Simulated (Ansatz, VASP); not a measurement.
**YC3 in two plane-wave programs**

Wanted: the spread between two codes on one cell, functional and k mesh. The cell is generated by rule, not measured, and may not be a known phase. The cell is taken from a series of runs on this material, whose earlier steps may have relaxed, scaled, displaced or heated it; both programs get it as it stands.

Program: Ansatz 0.2.0. Level of theory: plane waves, with VASP 6.6.1 beside it; relaxation of cell and atoms at PBEsol. Results are calculated unless marked as measured.

### 1. Starting point

Symmetry: Pm-3m, No. 221, cubic system. The conventional cell has a = 3.495 Å, b = 3.495 Å, c = 3.495 Å, α = 90.00°, β = 90.00°, γ = 90.00°. Nearest to Y lie 12 C at 2.47 Å. Nearest to C lie 4 Y at 2.47 Å and 8 C at 2.47 Å. Farther neighbours are not listed.

As a file:

```cif
data_structure
_symmetry_space_group_name_H-M 'P 1'
_symmetry_Int_Tables_number 1
_cell_length_a 3.4951
_cell_length_b 3.4951
_cell_length_c 3.4951
_cell_angle_alpha 90.000
_cell_angle_beta 90.000
_cell_angle_gamma 90.000
_cell_volume 42.70
loop_
_atom_site_label
_atom_site_type_symbol
_atom_site_fract_x
_atom_site_fract_y
_atom_site_fract_z
_atom_site_occupancy
Y1 Y 0.00000 0.00000 0.00000 1
C2 C 0.00000 0.50000 0.50000 1
C3 C 0.50000 0.00000 0.50000 1
C4 C 0.50000 0.50000 0.00000 1
```

### 2. VASP: relaxation of cell and atoms, PBEsol, pair 1

The relaxed volume is the usual yardstick between codes: in a stiff, nearly cubic crystal its relative difference is about their pressure difference at one cell divided by the bulk modulus.

Lines of VASP's logs that name or quote its potential files are left out, and so is its time.

Input file INCAR:

```
SYSTEM = YC3
PREC = Accurate
ENCUT = 600
EDIFF = 1E-07
NELM = 120
ISMEAR = 0
SIGMA = 0.1
LREAL = .FALSE.
ALGO = Normal
GGA = PS
NBANDS = 17
LASPH = .TRUE.
LORBIT = 11
LWAVE = .FALSE.
LCHARG = .FALSE.
ISIF = 3
IBRION = 2
NSW = 80
EDIFFG = -0.005
GGA_COMPAT = .FALSE.
NELMIN = 4
KPAR = 2
```

Input file POSCAR:

```
YC3
1.0
    3.4950970000      0.0000000000      0.0000000000
    0.0000000000      3.4950970000      0.0000000000
    0.0000000000      0.0000000000      3.4950970000
Y C
1 3
Direct
    0.0000000000      0.0000000000      0.0000000000
    0.0000000000      0.5000000000      0.5000000000
    0.5000000000      0.0000000000      0.5000000000
    0.5000000000      0.5000000000      0.0000000000
```

Input file KPOINTS:

```
Automatic mesh
0
Gamma
10 10 10
0 0 0
```

Potentials, in the order of the species: Y_sv and C (PBE family, release 64).

The run is started by

```
> mpirun -np 2 vasp_std
```

Numbers of over 12 decimals in the logs are rounded to 6 here.

Log:

```text
[banner, memory and clock lines left out]
running    2 mpi-ranks, on    1 nodes
 distrk:  each k-point on    1 cores,    2 groups
 distr:  one band on    1 cores,    1 groups

 POSCAR found type information on POSCAR Y C
 POSCAR found :  2 types and       4 ions
|                                                                             |
|               ----> ADVICE to this user running VASP <----                  |
|                                                                             |
|     You enforced a specific xc type in the INCAR file but a different       |
|     [... a line on the potential file left out ...]
|     I HOPE YOU KNOW WHAT YOU ARE DOING!                                     |
|                                                                             |

 LDA part: xc-table for (Slater+PW92), standard interpolation
 POSCAR, INCAR and KPOINTS ok, starting setup
 FFT: planning ... GRIDC
 FFT: planning ... GRID_SOFT
 FFT: planning ... GRID
 WAVECAR not read
 entering main loop
       N       E                     dE             d eps       ncg     rms          rms(c)
DAV:   1     0.767452669841E+02    0.76745E+02   -0.13029E+04  1904   0.146E+03
DAV:   2    -0.236185009207E+02   -0.10036E+03   -0.98428E+02  2478   0.266E+02
DAV:   3    -0.280538737090E+02   -0.44354E+01   -0.42962E+01  2891   0.426E+01
DAV:   4    -0.281486423185E+02   -0.94769E-01   -0.94703E-01  2324   0.604E+00
DAV:   5    -0.281503574636E+02   -0.17151E-02   -0.17150E-02  2699   0.672E-01    0.507E+01
DAV:   6    -0.277695830507E+02    0.38077E+00   -0.64829E-01  2280   0.537E+00    0.325E+01
DAV:   7    -0.277210880824E+02    0.48495E-01   -0.84023E-01  2907   0.559E+00    0.307E+00
DAV:   8    -0.276981925274E+02    0.22896E-01   -0.20175E-01  2163   0.298E+00    0.376E-01
DAV:   9    -0.276978983066E+02    0.29422E-03   -0.17309E-02  2364   0.826E-01    0.162E-01
DAV:  10    -0.276979140847E+02   -0.15778E-04   -0.54515E-04  2587   0.175E-01    0.103E-01
DAV:  11    -0.276979192521E+02   -0.51675E-05   -0.12068E-04  2420   0.721E-02    0.992E-02
DAV:  12    -0.276979156948E+02    0.35573E-05   -0.13334E-05  2220   0.284E-02    0.242E-02
DAV:  13    -0.276979152422E+02    0.45264E-06   -0.29884E-06  2671   0.120E-02    0.198E-03
DAV:  14    -0.276979153143E+02   -0.72131E-07   -0.12937E-07  1213   0.287E-03
   1 F= -.27697915E+02 E0= -.27694751E+02  d E =-.276979E+02
 curvature:   0.00 expect dE= 0.000E+00 dE for cont linesearch  0.000E+00
 trial: gam= 0.00000 g(F)=  0.000E+00 g(S)=  0.357E-03 ort = 0.000E+00 (trialstep = 0.100E+01)
 search vector abs. value=  0.357E-03
 bond charge predicted
       N       E                     dE             d eps       ncg     rms          rms(c)
DAV:   1    -0.276989452722E+02   -0.10300E-02   -0.26226E-02  2240   0.120E+00    0.427E-01
DAV:   2    -0.276981891013E+02    0.75617E-03   -0.22348E-03  2548   0.354E-01    0.219E-01
DAV:   3    -0.276979426046E+02    0.24650E-03   -0.17925E-03  3062   0.240E-01    0.168E-01
DAV:   4    -0.276979576226E+02   -0.15018E-04   -0.57447E-05  2166   0.585E-02    0.134E-01
DAV:   5    -0.276979942473E+02   -0.36625E-04   -0.76309E-05  2802   0.507E-02    0.404E-02
DAV:   6    -0.276979920568E+02    0.21904E-05   -0.48025E-06  2228   0.153E-02    0.797E-03
DAV:   7    -0.276979927127E+02   -0.65587E-06   -0.28517E-07  1990   0.399E-03    0.462E-03
DAV:   8    -0.276979931749E+02   -0.46225E-06   -0.26029E-07  2232   0.286E-03    0.261E-03
DAV:   9    -0.276979932290E+02   -0.54019E-07   -0.27224E-08  1024   0.101E-03
   2 F= -.27697993E+02 E0= -.27694848E+02  d E =-.779147E-04
 trial-energy change:   -0.000078  1 .order   -0.000077   -0.000357    0.000202
 step:   0.6399(harm=  0.6380)  dis= 0.00000  next Energy=   -27.698030 (dE=-0.114E-03)
 bond charge predicted
       N       E                     dE             d eps       ncg     rms          rms(c)
DAV:   1    -0.276981535481E+02   -0.16037E-03   -0.34029E-03  2236   0.432E-01    0.154E-01
DAV:   2    -0.276980571164E+02    0.96432E-04   -0.29369E-04  2552   0.128E-01    0.790E-02
DAV:   3    -0.276980255779E+02    0.31539E-04   -0.23429E-04  3059   0.868E-02    0.610E-02
DAV:   4    -0.276980269151E+02   -0.13372E-05   -0.75147E-06  2158   0.211E-02    0.491E-02
DAV:   5    -0.276980294733E+02   -0.25582E-05   -0.10304E-05  2777   0.190E-02    0.154E-02
DAV:   6    -0.276980295455E+02   -0.72187E-07   -0.67884E-07  2163   0.577E-03
   3 F= -.27698030E+02 E0= -.27694878E+02  d E =-.114231E-03
 curvature:  -0.32 expect dE=-0.533E-08 dE for cont linesearch -0.533E-08
 trial: gam=-0.00679 g(F)=  0.177E-65 g(S)=  0.167E-07 ort = 0.244E-05 (trialstep = 0.928E+00)
 search vector abs. value=  0.101E-09
 reached required accuracy - stopping structural energy minimisation
```

Parts of OUTCAR (step 2):

```text
ion  position               nearest neighbor table
   1  0.000  0.000  0.000-   2 2.47   3 2.47   4 2.47   2 2.47   3 2.47   2 2.47   4 2.47   2 2.47
                             3 2.47   4 2.47   3 2.47   4 2.47
   2  0.000  0.500  0.500-   1 2.47   1 2.47   1 2.47   1 2.47
   3  0.500  0.000  0.500-   1 2.47   1 2.47   1 2.47   1 2.47
   4  0.500  0.500  0.000-   1 2.47   1 2.47   1 2.47   1 2.47

  LATTYP: Found a simple cubic cell.
 ALAT       =     3.4950970000

 Subroutine GETGRP returns: Found 48 space group operations
 (whereof 48 operations were pure point group operations)

The static configuration has the point symmetry O_h .

 Found     56 irreducible k-points:

   k-points           NKPTS =     56   k-points in BZ     NKDIM =     56   number of bands    NBANDS=     17

   dimension x,y,z NGX =    28 NGY =   28 NGZ =   28
   dimension x,y,z NGXF=    56 NGYF=   56 NGZF=   56

   ENCUT  =  600.0 eV  44.10 Ry    6.64 a.u.   6.98  6.98  6.98*2*pi/ulx,y,z

   NELECT =      23.0000    total number of electrons

 k-points in reciprocal lattice and weights: Automatic mesh
   0.00000000  0.00000000  0.00000000       0.001
   0.10000000  0.00000000  0.00000000       0.006
   0.20000000  0.00000000  0.00000000       0.006
   0.30000000  0.00000000  0.00000000       0.006
   0.40000000  0.00000000  0.00000000       0.006
   0.50000000  0.00000000  0.00000000       0.003
   0.10000000  0.10000000  0.00000000       0.012
   0.20000000  0.10000000  0.00000000       0.024
   0.30000000  0.10000000  0.00000000       0.024
[...]
0.50000000  0.50000000  0.40000000       0.006
   0.50000000  0.50000000  0.50000000       0.001

 average (electrostatic) potential at core
       1 -32.6030       2 -50.4909       3 -50.4909       4 -50.4909

 E-fermi :   5.3983

 k-point     1 :       0.0000    0.0000    0.0000
  band No.  band energies     occupation
    ...
      6      -1.8952      2.00000
      7      -1.8952      2.00000
      8       2.3156      2.00000
      9       2.3156      2.00000
     10       2.3156      2.00000
     11       6.2589      0.00000
     12       6.2589      0.00000
     13       6.2589      0.00000
     14       9.7491      0.00000
     15       9.7491      0.00000
    ...

 k-point     2 :       0.1000    0.0000    0.0000
  band No.  band energies     occupation
    ...
      6      -2.1078      2.00000
      7      -1.8225      2.00000
      8       2.2811      2.00000
      9       2.2811      2.00000
     10       2.5062      2.00000
     11       5.7154      0.00001
     12       5.9900      0.00000
     13       5.9900      0.00000
     14       9.4793      0.00000
     15       9.6095      0.00000
    ...

 k-point     3 :       0.2000    0.0000    0.0000
  band No.  band energies     occupation
    ...
      7      -1.6132      2.00000
      8       2.1640      2.00000
      9       2.1640      2.00000
     10       3.0632      2.00000
     11       4.6643      2.00000
     12       5.5462      0.03655
     13       5.5462      0.03654
     14       8.9496      0.00000
     15       9.2419      0.00000
     16       9.2419      0.00000
    ...

  Total       -0.0006794     -0.0006794     -0.0006794     -0.0000000     -0.0000000      0.0000000
  in kB       -0.0255527     -0.0255527     -0.0255527     -0.0000000     -0.0000000      0.0000000
  external PRESSURE =      -0.0255527 kB  Pullay stress =       0.0000000 kB

  energy-cutoff  :      600.00
  volume of cell :       42.60
      direct lattice vectors                 reciprocal lattice vectors
     3.492418772  0.000000000 -0.000000000     0.286334505 -0.000000000  0.000000000
     0.000000000  3.492418772  0.000000000    -0.000000000  0.286334505 -0.000000000
    -0.000000000  0.000000000  3.492418772     0.000000000 -0.000000000  0.286334505

 POSITION                                       TOTAL-FORCE (eV/Angst)
 -----------------------------------------------------------------------------------
      0.00000      0.00000      0.00000         0.000000     -0.000000      0.000000
     -0.00000      1.74621      1.74621         0.000000     -0.000000      0.000000
      1.74621      0.00000      1.74621        -0.000000      0.000000      0.000000
      1.74621      1.74621      0.00000        -0.000000     -0.000000      0.000000
 -----------------------------------------------------------------------------------
    total drift:                               -0.000000      0.000000      0.000000

  FREE ENERGIE OF THE ION-ELECTRON SYSTEM (eV)
  ---------------------------------------------------
  free  energy   TOTEN  =       -27.6980295455 eV

  energy  without entropy=      -27.6917259358  energy(sigma->0) =      -27.69487774

 reached required accuracy - stopping structural energy minimisation

 total charge
# of ion       s       p       d       f       tot
--------------------------------------------------
    1        2.204   6.646   1.464   0.158  10.473
    2        0.983   1.135   0.000   0.000   2.118
    3        0.983   1.135   0.000   0.000   2.118
    4        0.983   1.135   0.000   0.000   2.118
--------------------------------------------------
tot          5.153  10.050   1.464   0.158  16.825

[... 3 further parts left out ...]
```

CONTCAR:

```
YC3
   1.00000000000000
     3.4924187723495295    0.0000000000000000   -0.0000000000000000
     0.0000000000000000    3.4924187723495295    0.0000000000000000
    -0.0000000000000000    0.0000000000000000    3.4924187723495295
  Y               C
     1     3
Direct
     0.0000000000000000    0.0000000000000000    0.0000000000000000
     0.0000000000000000    0.5000000000000000    0.5000000000000000
     0.5000000000000000    0.0000000000000000    0.5000000000000000
     0.5000000000000000    0.5000000000000000    0.0000000000000000
```

### 3. Ansatz: relaxation of cell and atoms, PBEsol, pair 1

Ansatz runs on its default PAW (the set named soft_2) files.

The same cell, functional, mesh and smearing now go to Ansatz, which takes its cutoff from its data sets.

Input file input.yaml:

```yaml
crystal:
  lattice:
    - [3.4950973417, 0.0, 0.0]
    - [0.0, 3.4950973417, 0.0]
    - [0.0, 0.0, 3.4950973417]
  atoms:
    - { symbol: "Y", position: [0.0, 0.0, 0.0] }
    - { symbol: C, position: [0.0, 0.5, 0.5] }
    - { symbol: C, position: [0.5, 0.0, 0.5] }
    - { symbol: C, position: [0.5, 0.5, 0.0] }
kpoints:
  mp_grid: { grid: [10, 10, 10] }
hamiltonian:
  xc: pbesol
scf:
  occupations: { method: gaussian, width: 0.1 }
output:
  forces: true
  stress: true
  eigenvalues: true
  write_density: true
  write_potential: true
  elf: true
  volumetric_format: npy
relax:
  adjacent_minimum: "off"
  f_tol: 0.005
  max_steps: 80
  cell: { stress_tol: 0.05 }
```

The run is started by

```
> ansatz run input.yaml --threads 8 --pin off --max-ram 14336MiB --backend cpu --events-out ev --progress --plain --runs-dir out
```

Log:

```text
Engine: ansatz 0.2.0, x86_64-unknown-linux-gnu
Pseudopotentials: kind: paw
Pseudopotential: Y, paw, valence charge 11, recommended cutoff 420 eV (normal), Y.paw.azcp
Pseudopotential: C, paw, valence charge 4, recommended cutoff 420 eV (normal), C.paw.azcp
Functional definition: PBEsol
  exchange = pbesol_x
  correlation = pbesol_c
Crystal: 4 atoms, lattice volume = 42.695 Å³
Basis set: ecut = 420 eV, 847 PW (Γ), exchange–correlation on 48×48×48 points (8 copies of the dense FFT grid, shifted against one another)
Bands: 16, of which v1, the nominal top of the filled ones, is band 12 counted from 1 (11 counted from 0)
Symmetry: 48 space group operations
Space group: Pm-3m (ITA 221), of the structure as read, at distance tolerance 3.5e-5 Å
k-points: 56 of 1000
Non-local potential: Y, projectors of the file, l = 0: 3, l = 1: 2, l = 2: 2, l = 3: 1
Non-local potential: C, projectors of the file, l = 0: 2, l = 1: 2, l = 2: 1
PAW form: soft (Blöchl's): semilocal exchange-correlation on the pseudo side does not see the compensation charge
PAW frozen core: Y, regenerated for the run's functional, and the local potential with it (the file was generated under x = pbe(κ = 0.804, μ = 0.219515), c = pbe(β = 0.066725))
PAW frozen core: C, regenerated for the run's functional, and the local potential with it (the file was generated under x = pbe(κ = 0.804, μ = 0.219515), c = pbe(β = 0.066725))
PAW one-centre angular grid: Y, 590 points (default); XC on 64 Gauss nodes
PAW one-centre angular grid: C, 110 points (default); XC on 64 Gauss nodes
Initial density: superposition of atomic densities (neutral atoms: chi_scale 0, normalization atom), corrected by the library's trained network
Initial wavefunctions: pseudopotential atomic-orbital guess
Functional: x = pbesol(κ = 0.804, μ = 0.123457), c = pbesol(β = 0.046)
SCF iter   1: F=—  HF=-4527.050001 eV  |F-HF|=—  |Δ(HF+E_count)|=         —  Δρ=7.06e-3  dr2=1.62e-2  ethr=1.77e-3  ⟨swp⟩=5.3  Hψ=4143  notcnv=0
preconditioner: auto → none  [insulator: Δε(μ)=0.098 eV  Ē_g=12.025 eV  σ=0.100 eV  W_gap=0.51  n_scr=6 (ndim 8)  ℏωp=26.0 eV  f_vac=0.000  D(μ)=1.21/eV (n_scr^D=6)  ε∞_Penn≈5.7]
SCF iter   2: F=—  HF=-4527.042925 eV  |F-HF|=—  |Δ(HF+E_count)|=   7.08e-3  Δρ=1.96e-3  dr2=1.09e-3  ethr=7.03e-5  ⟨swp⟩=2.5  Hψ=1781  notcnv=0
SCF iter   3: F=—  HF=-4527.042683 eV  |F-HF|=—  |Δ(HF+E_count)|=   2.42e-4  Δρ=4.08e-4  dr2=4.51e-5  ethr=4.75e-6  ⟨swp⟩=2.3  Hψ=1263  notcnv=0
SCF iter   4: F=—  HF=-4527.042718 eV  |F-HF|=—  |Δ(HF+E_count)|=   3.47e-5  Δρ=1.50e-4  dr2=2.70e-6  ethr=1.96e-7  ⟨swp⟩=2.1  Hψ=1267  notcnv=0
iter 5 did not close the SCF: its close was put off for the readings that it lacked (scf_convergence_deferred on its scf_iter line)
SCF iter   5: F=-4527.042721 eV  HF=-4527.042721 eV  |F-HF|=5.29e-8  |Δ(HF+E_count)|=   3.19e-6  Δρ=1.38e-5  dr2=6.67e-8  ethr=1.17e-8  ⟨swp⟩=2.4  Hψ=1561  notcnv=0
SCF iter   6: F=-4527.042721 eV  HF=-4527.042721 eV  |F-HF|=1.47e-9  |Δ(HF+E_count)|=   2.83e-8  Δρ=4.23e-6  dr2=2.92e-9  ethr=2.90e-10  ⟨swp⟩=5.8  Hψ=4975  notcnv=0
SCF 1 converged in 6 iterations: F = -4527.042721 eV  dr2 = 2.92e-9
  greatest PAW one-centre occupation: 0.993 electrons in one spin orbital (limit 2), on the Y atom at site 0 (counted from 0), in its partial waves of l = 0
relax step   1: F+E_penalty+E_count = -4527.04272068 eV  Δ(F+E_penalty+E_count) = +0.000e0 eV  max|allowed force component| = 4.437e-30 eV/Å  Δτ_max = 0.0000 Å  P = -0.212 GPa  Ω = 42.695 Å³  (6 SCF iters, dr2 threshold 1.00e-7 eV, accepted)
[...]
relax step   2: F+E_penalty+E_count = -4527.04287573 eV  Δ(F+E_penalty+E_count) = -1.551e-4 eV  max|allowed force component| = 6.861e-31 eV/Å  Δτ_max = 0.0000 Å  P = +0.079 GPa  Ω = 42.620 Å³  energy of the carried Pulay correction = +1.239e-4 eV  (6 SCF iters, dr2 threshold 1.12e-7 eV, accepted)
[...]
relax step   3: F+E_penalty+E_count = -4527.04284705 eV  Δ(F+E_penalty+E_count) = +2.868e-5 eV  max|allowed force component| = 1.561e-30 eV/Å  Δτ_max = 0.0000 Å  P = -0.000 GPa  Ω = 42.640 Å³  energy of the carried Pulay correction = +9.015e-5 eV  (6 SCF iters, accepted)
[...]
relax step   4: F+E_penalty+E_count = -4527.04273266 eV  Δ(F+E_penalty+E_count) = +1.144e-4 eV  max|allowed force component| = 2.375e-30 eV/Å  Δτ_max = 0.0000 Å  P = -0.003 GPa  Ω = 42.640 Å³  stress off target by 3.01e-3 GPa  SCF on the basis re-selected at this cell (its energy is not comparable with the rows above)  (8 SCF iters)
basis re-selected at this cell: Δ(F+E_penalty+E_count) = +1.144e-4 eV, ΔP = -0.003 GPa vs the last step (what re-selecting the basis moved, of the pressure what is left beyond the Pulay correction that the steps carried, after the strain that the cell walked since its last selection, with what the two solves' SCF thresholds leave and, on support functions, any second-order correction that the steps lacked; it is no m [...]
SCF converged after 8 iterations
Free energy (F): -4527.042733 eV
Harris-Foulkes:  -4527.042733 eV  (|F-HF|=0.00e0)
Internal energy: -4527.036442 eV  (E = F + TS)
E sigma→0 (E₀):  -4527.039587 eV
Entropy (-TS):   -0.006291 eV (-1.573 meV/atom)
Fermi energy:    11.665127 eV
--- Per-component energies (eV) ---
  E_band       = -15.876815
  E_kinetic    = 548.333273
  E_local      = -589.640977  (includes V_loc(G=0)·N_el)
  E_nonlocal   = 135.627956
  E_hartree    = 165.614956
  E_xc         = -311.972397
  E_vxc        = -372.452893  (∫ρ·V_xc dr)
  E_paw        = -3054.845194  (= ΣΔE_a)
  E_vpaw       = -68.974095  (= ΣTr[D̂ρ^β])
  E_aug_tail   = 0.000010  (compensation charges beyond the density's cutoff)
  E_ewald      = -1420.366141
  E_core_change = 0.212074  (= ΣΔE_core)
  E_smearing   = -0.006291  (= −TS)
  E_closure    = -0.000000  (closes the sum)
  Σ components = -4527.042733   (vs F -4527.042733, Δ=0.00e0)
--- Forces (eV/Å), atoms counted from 1 ---
  atom   1  Y      0.00000000     0.00000000    -0.00000000
  atom   2  C     -0.00000000     0.00000000    -0.00000000
  atom   3  C      0.00000000    -0.00000000     0.00000000
  atom   4  C     -0.00000000     0.00000000     0.00000000
  max |Σ_I F_I| component: 1.74e-30 eV/Å
--- Stress (GPa, compression-positive) ---
       -0.003007      -0.000000      -0.000000
       -0.000000      -0.003007      -0.000000
       -0.000000      -0.000000      -0.003007
  P = ⅓ Tr σ = -0.0030 GPa (-0.030 kbar)
--- Band table (eV; the first three rows and the last of 56) ---
  k-point 0: bands = [... 8 lower, 8.5858, 8.5858, 12.5239, 12.5239, 12.5239, 16.0105, 16.0105, 16.0105]
  k-point 1: bands = [... 8 lower, 8.5517, 8.7772, 11.9822, 12.2564, 12.2564, 15.7395, 15.8710, 15.8710]
  k-point 2: bands = [... 8 lower, 8.4352, 9.3351, 10.9332, 11.8134, 11.8134, 15.2097, 15.5031, 15.5031]
  k-point 55: bands = [... 8 lower, 8.7494, 8.7494, 8.7494, 15.4927, 15.4927, 15.4927, 16.2205, 16.2205]
--- Relaxed structure (3 steps of the walk, 3 accepted, 1 SCFs on fresh bases) ---
  F+E_penalty+E_count = -4527.04273266 eV   max|allowed force component| = 2.375e-30 eV/Å   (the final SCF, on the basis selected at the relaxed cell)
  cell:  # Å, volume = 42.6404 Å³
    - [3.493604, 0, 0]
    - [0, 3.493604, 0]
    - [0, 0, 3.493604]
  atoms:
    - { symbol: Y, position: [0, 0, 0] }
    - { symbol: C, position: [0, 0.5, 0.5] }
    - { symbol: C, position: [0.5, 0, 0.5] }
    - { symbol: C, position: [0.5, 0.5, 0] }
```

### 4. Side by side

Known differences besides the potentials themselves: the cutoff is 420 eV in Ansatz and 600 eV in VASP; Ansatz makes its cores anew for this functional, VASP keeps those of its PBE data sets; Ansatz adds a Pulay correction to the stress that steers its cell, VASP none. Total energies have different zeros and are not compared.

Compared:

```
                                         quantity  Ansatz   VASP  difference
                                      volume (Å³)   42.64  42.60     +0.10 %
edge a after relaxation, in the typed setting (Å)   3.494  3.492     +0.03 %
```

(Part 1 of 2 ends here.)

[Lines on the potential files, build, host, timing and source positions are cut from VASP's logs without a mark.]

[Logs are printed without paths, hosts, clocks, repeated set-up lines and the standing remarks that a program may print on its own settings, such as how far it seeks lower states.]

[Hosts, paths, dates, database ids (printed as entryN), source tags and the programs' standing remarks are cut or masked in the printed files.]
